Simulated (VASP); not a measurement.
Write the native input for VASP 6.6.1 that does the following.

```
Task                   : single point
Functional             : PBE
Potentials or basis    : VASP PAW PBE potentials, release 64 (Al, Bi_d, O)
Cutoff                 : 520 eV
k mesh                 : 3 × 7 × 3
Occupations            : gaussian, width 0.15 eV
Spin                   : no spin polarisation
Further INCAR settings : PREC = Normal; LREAL = Auto; ALGO = Fast; EDIFF = 1e-05
```

The structure of Al3BiO3 lies in POSCAR:

```
Al3BiO3
1.0
    9.2559760000      0.0000000000      0.0000000000
    0.0000000000      3.0497800000      0.0000000000
   -3.1722030000      0.0000000000      8.7951640000
Al Bi O
6 2 6
Direct
    0.8083950000      0.7500000000      0.6779190000
    0.6746540000      0.2500000000      0.3575450000
    0.8661050000      0.7500000000      0.1717030000
    0.1916050000      0.2500000000      0.3220810000
    0.1338950000      0.2500000000      0.8282970000
    0.3253460000      0.7500000000      0.6424550000
    0.3580810000      0.2500000000      0.1292550000
    0.6419190000      0.7500000000      0.8707450000
    0.7776350000      0.2500000000      0.5653820000
    0.7577500000      0.7500000000      0.3018930000
    0.9840850000      0.2500000000      0.2223420000
    0.2223650000      0.7500000000      0.4346180000
    0.0159150000      0.7500000000      0.7776580000
    0.2422500000      0.2500000000      0.6981070000
```

The cell was built by a generator and needn't be a form met in nature.

One way to write it, as run:

INCAR

```
SYSTEM = Al3BiO3
PREC = Normal
ENCUT = 520
EDIFF = 1E-5
ISMEAR = 0
SIGMA = 0.15
LREAL = Auto
LASPH = .TRUE.
NELM = 80
ALGO = Fast
ISIF = 2
LWAVE = .FALSE.
LCHARG = .FALSE.
GGA = PE
```

KPOINTS

```
regular mesh
0
G
  3 7 3
  0 0 0
```

Potentials or basis: VASP PAW PBE potentials, release 64 (Al, Bi_d, O).

The run is started by

```sh
$ cat potpaw_PBE.64/Al/POTCAR potpaw_PBE.64/Bi_d/POTCAR potpaw_PBE.64/O/POTCAR > POTCAR
$ mpirun -np 1 vasp_std > vasp.out
```

Results of the run:

```json
{"Pressure": "-0.1 GPa", "Largest force": "0.303 eV/Å", "Band gap on the k mesh": "none (metal or under the smearing width)"}
```

Caveat: spin-orbit coupling is left out, which moves the levels of the heavy elements.

Run time: 71 s on 1 thread of Intel(R) Xeon(R) 6975P-C (Granite Rapids), on a shared host, peak memory 0.31 GiB.
